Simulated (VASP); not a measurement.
Given:

```
CELL_PARAMETERS angstrom
      5.67082     0.00000     0.00000
      0.00000     5.67082     0.00000
      0.00000     0.00000     5.66948
ATOMIC_POSITIONS crystal
  Ga 0.00000 0.00000 0.00000
  Ga 0.50000 0.50000 0.00000
  As 0.25000 0.25000 0.25001
  As 0.75000 0.75000 0.25001
  As 0.75000 0.25000 0.74999
  As 0.25000 0.75000 0.74999
  Al 0.50000 0.00000 0.50000
  Al 0.00000 0.50000 0.50000
```

Method: PBEsol GGA, VASP's PBE PAW potentials (set 64) (plane waves; VASP 6.6.1). Numerical set-up: 400 eV cut-off, 5×5×5 Γ-centred mesh, tetrahedra with Blöchl corrections, potentials Ga_d As Al.

Predict the energy per atom (σ→0), band gap (on the k-mesh) with the smallest direct gap where there is one.

```yaml
band gap (on the k-mesh): 1.01 eV
smallest direct gap (on the k-mesh): 1.01 eV
energy per atom (σ→0): -4.784 eV/atom
```

The structure was generated: Al2Ga2As4 was put into an ordered model structure (P-4m2), which need not be its known phase. It was relaxed first.
